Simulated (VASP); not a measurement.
Calculation: LDA (Ceperley-Alder, Perdew-Zunger), VASP's LDA PAW potentials (set 64) (plane waves; VASP).

VASP ran on this input.

**INCAR**
```
SYSTEM = HfO2
PREC = Accurate; ENCUT = 280; LREAL = .FALSE.
LASPH = .TRUE.
EDIFF = 1E-04; NELM = 100; ALGO = Normal
LMAXMIX = 6
ISMEAR = -1; SIGMA = 0.5
ISIF = 2
LWAVE = .FALSE.; LCHARG = .FALSE.
```

File KPOINTS:
```
Automatic mesh
0
Gamma
4 4 4
0.5 0.5 0.5
```

**POSCAR**
```
HfO2
1
    0.0000000000     2.5563370000     2.5563370000
    2.5563370000     0.0000000000     2.5563370000
    2.5563370000     2.5563370000     0.0000000000
Hf O
1 2
Direct
  0.0000000000   0.0000000000   0.0000000000
  0.7500000000   0.7500000000   0.7500000000
  0.2500000000   0.2500000000   0.2500000000
```

POTCAR, in this order: Hf_pv O (LDA.64 set). Program: vasp_std.

Output

### OUTCAR
```
 ion  position               nearest neighbor table
   1  0.000  0.000  0.000-   2 2.21   2 2.21   2 2.21   2 2.21   3 2.21   3 2.21   3 2.21   3 2.21
  LATTYP: Found a face centered cubic cell.
 ALAT       =     5.1126740000
 Subroutine PRICEL returns:
 Original cell was already a primitive cell.
 Subroutine GETGRP returns: Found 48 space group operations
The static configuration has the point symmetry O_h .
The dynamic configuration has the point symmetry O_h .
 Subroutine INISYM returns: Found 48 space group operations
 Subroutine IBZKPT returns following result:
 Found     10 irreducible k-points:

 Following reciprocal coordinates:
            Coordinates               Weight
  0.125000  0.125000  0.125000      8.000000
  0.375000  0.125000  0.125000     24.000000
 -0.375000  0.125000  0.125000     24.000000
 -0.125000  0.125000  0.125000     24.000000
  0.375000  0.375000  0.125000     24.000000
 -0.375000  0.375000  0.125000     48.000000
 -0.125000  0.375000  0.125000     48.000000
 -0.375000 -0.375000  0.125000     24.000000
  0.375000  0.375000  0.375000      8.000000
 -0.375000  0.375000  0.375000     24.000000
...
```

File OSZICAR:
```
       N       E                     dE             d eps       ncg     rms          rms(c)
DAV:   1     0.540268741333E+02    0.54027E+02   -0.94678E+03   323   0.895E+02
DAV:   2    -0.358355860251E+02   -0.89862E+02   -0.86838E+02   370   0.235E+02
DAV:   3    -0.379508404250E+02   -0.21153E+01   -0.21142E+01   356   0.369E+01
DAV:   4    -0.379613722721E+02   -0.10532E-01   -0.10530E-01   391   0.284E+00
DAV:   5    -0.379614601072E+02   -0.87835E-04   -0.87830E-04   363   0.227E-01    0.489E+01
DAV:   6    -0.336267115428E+02    0.43347E+01   -0.19376E+01   349   0.291E+01    0.414E+01
DAV:   7    -0.333783670688E+02    0.24834E+00   -0.68530E-01   377   0.739E+00    0.252E+01
DAV:   8    -0.333111528252E+02    0.67214E-01   -0.19780E-01   370   0.405E+00    0.344E+00
DAV:   9    -0.333020299800E+02    0.91228E-02   -0.23355E-02   349   0.136E+00    0.160E+00
DAV:  10    -0.333017909088E+02    0.23907E-03   -0.28457E-03   419   0.399E-01    0.272E-01
DAV:  11    -0.333017581254E+02    0.32783E-04   -0.21854E-04   237   0.110E-01
   1 F= -.33301758E+02 E0= -.33246137E+02  d E =-.111242E+00
```

**OUTCAR**
```
------------------------ aborting loop because EDIFF is reached ----------------------------------------
  FORCE on cell =-STRESS in cart. coord.  units (eV):
  Direction    XX          YY          ZZ          XY          YZ          ZX
  --------------------------------------------------------------------------------------
  Total      -16.6865048    -16.6865048    -16.6865048      0.0000000      0.0000000     -0.0000000
  in kB     -800.1872846   -800.1872846   -800.1872846      0.0000000      0.0000000     -0.0000000
  external PRESSURE =    -800.1872846 kB  Pullay stress =       0.0000000 kB
  volume of cell :       33.41
      direct lattice vectors                 reciprocal lattice vectors
     0.000000000  2.556337000  2.556337000    -0.195592365  0.195592365  0.195592365
     2.556337000  0.000000000  2.556337000     0.195592365 -0.195592365  0.195592365
     2.556337000  2.556337000  0.000000000     0.195592365  0.195592365 -0.195592365
 POSITION                                       TOTAL-FORCE (eV/Angst)
 -----------------------------------------------------------------------------------
      0.00000      0.00000      0.00000        -0.000000      0.000000     -0.000000
      3.83451      3.83451      3.83451        -0.000000     -0.000000      0.000000
      1.27817      1.27817      1.27817         0.000000      0.000000     -0.000000
 -----------------------------------------------------------------------------------
    total drift:                                0.000000     -0.000000      0.000000
  FREE ENERGIE OF THE ION-ELECTRON SYSTEM (eV)
  ---------------------------------------------------
  free  energy   TOTEN  =       -33.3017581254 eV

  energy  without entropy=      -33.1905165671  energy(sigma->0) =      -33.24613735
```
(Selected blocks of OUTCAR.)

At this cut-off the stress carries a Pulay error, which pulls relaxed volumes low.

The structure comes from a computed database's HfO2 entry; how it stands against other phases isn't given here. The cell was not relaxed at this level. The k-mesh is coarse (spacing up to 0.53 per Å, 2π included), so the numbers may not be converged in it. The run is one of a series of settings (EDIFF = 1E-04, ENCUT = 280, SIGMA = 0.5, KPOINTS 4×4×4 Γ-centred mesh shifted by (0.5, 0.5, 0.5) against the base run), some of them coarse on purpose.
